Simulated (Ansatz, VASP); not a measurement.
# LiF (Griceite): VASP beside Ansatz, part 2 of 2

Aim: how closely do two programs agree when they are given the same cell, functional and k mesh? The cell is taken from a series of runs on this material, whose earlier steps may have relaxed, scaled, displaced or heated it; both programs get it as it stands.

VASP 6.6.1 and Ansatz 0.2.0.

So far: Starting point; VASP: zone-centre phonons, LDA.

## Step 3: Ansatz: zone-centre phonons, LDA

Level of this step: Ansatz beside VASP: Kohn-Sham DFT, plane waves, LDA (Ansatz).

Ansatz runs on its PAW soft_1 files.

The same cell, functional (in two slightly different forms) and mesh now go to Ansatz, which takes its cutoff from its data sets.

File input.yaml:

```yaml
crystal:
  lattice:
    - [0.0, 1.9536259172, 1.9536259172]
    - [1.9536259172, 0.0, 1.9536259172]
    - [1.9536259172, 1.9536259172, 0.0]
  atoms:
    - { symbol: Li, position: [0.0, 0.0, 0.0] }
    - { symbol: F, position: [0.5, 0.5, 0.5] }
kpoints:
  mp_grid: { grid: [10, 10, 10] }
hamiltonian:
  xc: lda
  pseudopotentials: { kind: paw, azcp: { folder: soft_1 }, xc_functional: pbe }
scf:
  occupations: { method: fixed }
output:
  eigenvalues: true
phonons:
  method: dfpt
  dielectric: true
  rigid_motions: translations
  field_mesh: kpoints
```

Run with:

```
$ ansatz run input.yaml --threads 4 --pin off --max-ram 10240MiB --backend cpu --events-out ev --progress --plain --runs-dir out
```

Numbers of over 12 decimals in the logs are rounded to 6 here.

The program printed:

```text
Engine: ansatz 0.2.0, x86_64-unknown-linux-gnu
Pseudopotentials: kind: paw
Pseudopotential: Li, paw, valence charge 3, recommended cutoff 420 eV (normal), soft_1/Li.paw.azcp
Pseudopotential: F, paw, valence charge 7, recommended cutoff 420 eV (normal), soft_1/F.paw.azcp
Functional definition: SPW92
  exchange = slater_x
  correlation = pw_c
Crystal: 2 atoms, lattice volume = 14.913 Å³
Basis set: ecut = 420 eV, 283 PW (Γ), exchange–correlation on 40×40×40 points (8 copies of the dense FFT grid, shifted against one another)
Bands: 9, of which v1, the nominal top of the filled ones, is band 5 counted from 1 (4 counted from 0)
Symmetry: 48 space group operations
k-points: 102 of 1000 (irreducible under 8 space group operations, time reversal used)
Non-local potential: Li, projectors of the file, l = 0: 3, l = 1: 2, l = 2: 1
Non-local potential: F, projectors of the file, l = 0: 2, l = 1: 2, l = 2: 1
PAW form: soft (Blöchl's): semilocal exchange-correlation on the pseudo side does not see the compensation charge
PAW frozen core: F, regenerated for the run's functional, and the local potential with it (the file was generated under x = pbe(κ = 0.804, μ = 0.219515), c = pbe(β = 0.066725))
PAW one-centre angular grid: Li, 110 points (default); XC on 64 Gauss nodes
PAW one-centre angular grid: F, 110 points (default); XC on 64 Gauss nodes
Initial density: superposition of atomic densities (chi_scale 0.1, normalization cell, long waves kept (reshape's long-wave potential 0.00 eV rms))
Initial wavefunctions: pseudopotential atomic-orbital guess
Functional: x = slater, c = lda
SCF iter   1: F=—  HF=-998.681852 eV  |F-HF|=—  |Δ(HF+E_count)|=         —  Δρ=6.36e-2  dr2=3.29e-1  ethr=3.10e-3  ⟨swp⟩=3.9  Hψ=4969  notcnv=0  defer=191
preconditioner: auto → none  [insulator: Δε(μ)=9.093 eV  Ē_g=22.647 eV  n_scr=0 (ndim 8)  ℏωp=27.2 eV  f_vac=0.000  ε∞_Penn≈2.4]
SCF iter   2: F=—  HF=-998.699344 eV  |F-HF|=—  |Δ(HF+E_count)|=   1.75e-2  Δρ=3.33e-2  dr2=7.78e-2  ethr=3.10e-3  ⟨swp⟩=2.0  Hψ=1944  notcnv=0  defer=198
SCF iter   3: F=—  HF=-998.702510 eV  |F-HF|=—  |Δ(HF+E_count)|=   3.17e-3  Δρ=1.35e-2  dr2=1.38e-2  ethr=7.78e-4  ⟨swp⟩=2.7  Hψ=1471  notcnv=0  defer=202
SCF iter   4: F=—  HF=-998.702711 eV  |F-HF|=—  |Δ(HF+E_count)|=   2.01e-4  Δρ=5.49e-4  dr2=2.49e-5  ethr=1.38e-4  ⟨swp⟩=2.5  Hψ=1394  notcnv=0  defer=202
SCF iter   5: F=—  HF=-998.702728 eV  |F-HF|=—  |Δ(HF+E_count)|=   1.69e-5  Δρ=3.40e-5  dr2=4.90e-8  ethr=2.49e-7  ⟨swp⟩=2.1  Hψ=1160  notcnv=0  defer=171
SCF iter   6: F=—  HF=-998.702728 eV  |F-HF|=—  |Δ(HF+E_count)|=   4.44e-7  Δρ=5.61e-6  dr2=2.88e-9  ethr=4.90e-10  ⟨swp⟩=2.2  Hψ=1349  notcnv=0
SCF iter   7: F=-998.702728 eV  HF=-998.702728 eV  |F-HF|=3.83e-11  |Δ(HF+E_count)|=  8.39e-10  Δρ=7.60e-7  dr2=6.62e-11  ethr=1.00e-12  ⟨swp⟩=4.4  Hψ=5069  notcnv=0
SCF 1 converged in 7 iterations: F = -998.702728 eV  dr2 = 6.62e-11
  greatest PAW one-centre occupation: 1.000 electrons in one spin orbital (limit 2), on the Li atom at site 0 (counted from 0), in its partial waves of l = 0
NSCF: frozen V_eff on 2 k-points
DFPT response loops at Γ: preconditioner auto → none (the input reference at scf.mixing.eps_inf says where Resta's filter doesn't serve); β = 0.50; Broyden in place of MSR1
SCF converged after 7 iterations
Free energy (F): -998.702728 eV
Harris-Foulkes:  -998.702728 eV  (|F-HF|=3.83e-11)
Internal energy: -998.702728 eV  (E = F + TS)
E sigma→0 (E₀):  -998.702728 eV
Fermi energy:    1.320791 eV
--- Per-component energies (eV) ---
  E_band       = -112.392827
  E_kinetic    = 215.533520
  E_local      = -625.343185  (includes V_loc(G=0)·N_el)
  E_nonlocal   = 70.478439
  E_hartree    = 214.225493
  E_xc         = -85.523098
  E_vxc        = -110.866266  (∫ρ·V_xc dr)
  E_paw        = -213.841177  (= ΣΔE_a)
  E_vpaw       = -90.647207  (= ΣTr[D̂ρ^β])
  E_aug_tail   = 0.001029  (compensation charges beyond the density's cutoff)
  E_ewald      = -574.347002
  E_core_change = 0.113252  (= ΣΔE_core)
  E_smearing   = -0.000000  (= −TS)
  E_closure    = -0.000000  (closes the sum)
  Σ components = -998.702728   (vs F -998.702728, Δ=0.00e0)
--- Band table (eV; the first three rows and the last of 102) ---
  k-point 0: bands = ["-38.2238", "-18.5176", "1.3208", "1.3208", "1.3208", "11.0303", "25.9504", "25.9504", "25.9504"]
  k-point 1: bands = ["-38.2141", "-18.4734", "0.9977", "1.2938", "1.2938", "11.3094", "23.0240", "24.5604", "24.5604"]
  k-point 2: bands = ["-38.1887", "-18.3537", "0.2210", "1.2254", "1.2254", "11.8922", "20.5092", "22.9606", "22.9606"]
  k-point 101: bands = ["-38.0953", "-17.6858", "-1.4817", "-0.7619", "0.3929", "16.6411", "16.8497", "19.2490", "21.5338"]
--- Phonons (Γ-DFPT): 2 representative perturbations + reference, on 102 of 1000 k-points (Σ response iterations 7) ---
  k mesh reduced under 8 symmetry operations, with k and −k counted as one. Each operation leaves every solved perturbation unchanged. A smaller set is not considered because the run solves the response to a homogeneous field
  ASR residual: 9.387e-5 → 0.000e0 eV/Å²; symmetrization residual: 1.529e-7 eV/Å²
  ASR residual per site (eV/Å²): 9.39e-5 1.29e-5
  Γ frequencies (cm⁻¹): 0.00 0.00 0.00 339.08 339.08 339.08
  ε∞ (high-frequency dielectric tensor):
        2.118118    -0.000000    -0.000000
       -0.000000     2.118118    -0.000000
        0.000000     0.000000     2.118118
  ε⁰ (static dielectric tensor: ions relaxed, cell fixed):
        8.226376    -0.000000    -0.000000
       -0.000000     8.226376     0.000000
        0.000000     0.000000     8.226376
  ε⁰ − ε∞ (ionic part):
        6.108258    -0.000000     0.000000
       -0.000000     6.108258     0.000000
        0.000000     0.000000     6.108258
  softest optical mode at Γ: 339.08 cm⁻¹; the repairs (sum rule, projections) moved no ω² at Γ by more than (1.93 cm⁻¹)²
  Born effective charges Z* (e; rows j = field, columns β = displacement):
    site 0:
         1.04014    0.00000    0.00000
        -0.00000    1.04014    0.00000
         0.00000   -0.00000    1.04014
    site 1:
        -1.04014   -0.00000    0.00000
         0.00000   -1.04014   -0.00000
         0.00000    0.00000   -1.04014
  Z* charge neutrality: 1.072e-6 e pre-enforcement
  k-mesh period / interband length: 27.6 Å / 0.79 Å = 35.06 at k = (0.0000, 0.0000, -0.5000), direct gap 11.140 eV — 14 or more, which is no proof of convergence
  optical modes at Γ without the LO–TO term, one row a degenerate level:
      ω (cm⁻¹)  modes    IR ((D/Å)²/amu)
        339.08      3            14.7310
  optical modes at Γ + LO–TO along q̂ = [1.0000, 0.0000, 0.0000]:
      ω (cm⁻¹)  modes    IR ((D/Å)²/amu)
        339.08      2             9.8207
        668.23      1             4.9103
  optical modes at Γ + LO–TO along q̂ = [0.0000, 1.0000, 0.0000]:
      ω (cm⁻¹)  modes    IR ((D/Å)²/amu)
        339.08      2             9.8207
        668.23      1             4.9103
  optical modes at Γ + LO–TO along q̂ = [0.0000, 0.0000, 1.0000]:
      ω (cm⁻¹)  modes    IR ((D/Å)²/amu)
        339.08      2             9.8207
        668.23      1             4.9103
```

Reading the cycles: dr2 is the Hartree energy of the density residual (eV), the measure of convergence; HF is the Harris–Foulkes estimate of the energy, which meets the free energy F at convergence.

## Step 4: Comparison

Known differences besides the potentials themselves: the two LDA forms differ slightly; fixed occupations in Ansatz, narrow Gaussian smearing in VASP; the cutoff is 420 eV in Ansatz and 750 eV in VASP; VASP's log shows a relativistic correction to its local exchange, Ansatz's none. Total energies have different zeros and are not compared.

Compared:

| quantity | Ansatz | VASP | difference |
| --- | --- | --- | --- |
| ε∞ xx | 2.12 | 2.11 | +0.31 % |
| ε∞ yy | 2.12 | 2.11 | +0.31 % |
| ε∞ zz | 2.12 | 2.11 | +0.31 % |
| Born charge of Li1 (mean of the diagonal) (e) | 1.04 | 1.04 | 0.00 |
| Born charge of F2 (mean of the diagonal) (e) | -1.04 | -1.04 | 0.00 |
| optical mode 1 to 3 (cm⁻¹) | 339.1 | 344.0 | -1.43 % |

Modes are paired by rising frequency, not by their patterns, so a pair may set unlike modes beside each other; they are those without the splitting of longitudinal modes.

## Step 5: Summary of results

```json
{
 "r.m.s. difference of the optical zone-centre modes, each program's sorted by frequency (zone-centre phonons, LDA)": "4.9 cm⁻¹",
 "difference in optical mode 1 to 3 (zone-centre phonons, LDA)": "-1.4 %"
}
```

The r.m.s. difference of the optical zone-centre modes, each program's sorted by frequency is 4.9 cm⁻¹ (zone-centre phonons, LDA). Among the rows given in per cent, the largest difference of the zone-centre phonons, LDA pair is in optical mode 1 to 3, -1.4 %. Such differences can come from data sets, numerical settings and the points named under the comparisons, not from the functional's error against experiment.

[Lines on the potential files, build, host, timing and source positions are cut from VASP's logs without a mark.]

[Logs are printed without paths, hosts, clocks, repeated set-up lines and the standing remarks that a program may print on its own settings, such as how far it seeks lower states.]

[Hosts, paths, dates, database ids (printed as entryN), source tags and the programs' standing remarks are cut or masked in the printed files.]
